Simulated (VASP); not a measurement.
Input:

```xyz
3
Lattice="0.0000 3.7417 3.7417 3.7417 0.0000 3.7417 3.7417 3.7417 0.0000" Properties=species:S:1:pos:R:3 pbc="T T T"
K      1.8708     1.8708     1.8708
K      5.6125     5.6125     5.6125
S      0.0000     0.0000     0.0000
```

Method: PBEsol GGA, VASP's PBE PAW potentials (set 64) (plane waves; VASP). Settings: 300 eV cut-off, 6×6×6 Γ-centred mesh, Fermi-Dirac smearing of 0.010 eV, potentials K_sv S.

At this cut-off the stress carries a Pulay error, which pulls relaxed volumes low.

### Question
Estimate the energy per atom (σ→0), pressure, band gap (on the k-mesh) with the smallest direct gap where there is one.

### Answer

```json
{
 "band gap (on the k-mesh)": "2.21 eV",
 "smallest direct gap (on the k-mesh)": "2.38 eV",
 "energy per atom (σ→0)": "-3.283 eV/atom",
 "pressure": "-1.17 GPa"
}
```

Total energies compare only between runs with the same potentials, cut-off and functional.

The structure is a typed K2S crystal. The cell was not relaxed at this level.
